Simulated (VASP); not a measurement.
Here is the system:

```
CELL_PARAMETERS angstrom
      3.58020     0.00000     0.00000
      0.00000     3.58020     0.00000
      0.00000     0.00000     3.58020
ATOMIC_POSITIONS crystal
  Si 0.00000 0.00000 0.00000
  Ni 0.00000 0.50000 0.50000
  Ni 0.50000 0.00000 0.50000
  Ni 0.50000 0.50000 0.00000
```

Level of theory: PBE GGA, VASP's PBE PAW potentials (set 64) (plane waves; VASP 6.6.1). Run with EDIFF = 1E-3, 400 eV cut-off, 8×8×8 Γ-centred mesh, first-order Methfessel-Paxton smearing of 0.10 eV, potentials Si Ni.

Question: What does the run give for the energy per atom (σ→0), pressure, band gap (on the k-mesh) with the smallest direct gap where there is one?

Answer: 
| Property | Value |
|---|---|
| band gap (on the k-mesh) | none (metal, semimetal or under 0.01 eV) |
| energy per atom (σ→0) | -5.894 eV/atom |
| pressure | -10.75 GPa |

The absolute energy has meaning only against runs of the same code, potentials and settings.

The compound is Ni3Si in the L1_2 structure. The cell was not relaxed at this level. The run is one of a series of settings (EDIFF = 1E-3 against the base run), some of them coarse on purpose. The run is not spin-polarised, so no magnetic state was tried.
